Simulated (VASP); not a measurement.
## Sb: relaxation of cell and atoms with PBE+D3(BJ)

The system is Sb.

```
Sb
1.0
     2.09927    1.21202    3.51655
    -2.09927    1.21202    3.51655
     0.00000   -2.42403    3.51655
Sb
2
Cartesian
  0.0000 0.0000 2.5358
  0.0000 0.0000 8.0138
```

```json
{"Program": "VASP 6.6.1", "Task": "relaxation of cell and atoms", "Functional": "PBE", "Dispersion": "D3(BJ)", "Potentials or basis": "VASP PAW PBE potentials, release 64 (Sb)", "Cutoff": "520 eV", "k mesh": "6 × 6 × 6", "Occupations": "gaussian, width 0.02 eV", "Spin": "no spin polarisation", "Target pressure": "6.5 GPa", "Further INCAR settings": "ALGO = Fast; EDIFF = 1e-07; IBRION = 2; EDIFFG = -0.002; NSW = 80; ISIF = 3"}
```

```yaml
Pressure_after_relaxing: 6.5 GPa
Band_gap_on_the_k_mesh: none (metal or under the smearing width)
Dispersion_energy_per_atom: -0.533 eV
```

Final structure:
```
CELL_PARAMETERS angstrom
2.09927 1.21202 3.51655
-2.09927 1.21202 3.51655
0.00000 -2.42403 3.51655
ATOMIC_POSITIONS crystal
Sb 0.24037 0.24037 0.24037
Sb 0.75963 0.75963 0.75963
```

Levels at points of the mesh, in eV from the Fermi level:
```tsv
k point	band 2	band 3	band 4	band 5	band 6	band 7	band 8	band 9
(0.00, 0.00, 0.00)	-4.06	-2.18	-2.01	-2.01	2.83	3.15	3.15	4.71
(0.50, 0.00, 0.00)	-10.30	-1.65	-1.50	-0.56	-0.17	0.01	0.28	8.96
(0.50, 0.50, 0.00)	-7.82	-6.34	-4.28	-4.20	1.40	5.69	5.89	8.21
(0.50, 0.50, 0.50)	-9.92	-1.26	-1.26	-0.41	-0.41	-0.14	0.84	8.03
```

Wall time 6.3 s on 1 thread of Intel(R) Xeon(R) 6975P-C (Granite Rapids), on a shared host, peak memory 0.18 GiB.

Caveat: the relaxation stopped at its first step, so nothing moved; the cell is relaxed towards a set pressure, so the enthalpy falls and the energy may rise; pairwise dispersion overbinds metals, which lowers pressure and volume. Spin-orbit coupling is left out, which matters for the levels of Sb.
